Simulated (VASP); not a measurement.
**Ag (relaxed from the diamond structure, space group Fd-3m): computed properties**

Calculation: PBEsol GGA, VASP's PBE PAW potentials (set 64) (plane waves; VASP).

- space group = Fd-3m (227)
- cell = a = 6.022 Å, b = 6.022 Å, c = 6.022 Å, α = 90.00°, β = 90.00°, γ = 90.00°
- volume per atom = 27.30 Å³/atom
- band gap (over mesh and band path) = none (metal, semimetal or under 0.01 eV)
- density = 6.56 g/cm³

```
Ag
1.0
    0.00000     3.01113     3.01113
    3.01113     0.00000     3.01113
    3.01113     3.01113     0.00000
Ag
2
Cartesian
  4.51669   4.51669   4.51669
  3.01113   3.01113   3.01113
```

The structure was generated: Ag was put into the diamond type (Fd-3m), which need not be its known phase. It was relaxed first, which changed the volume by +14 %. Symmetry was kept, so distortions that lower it aren't found.
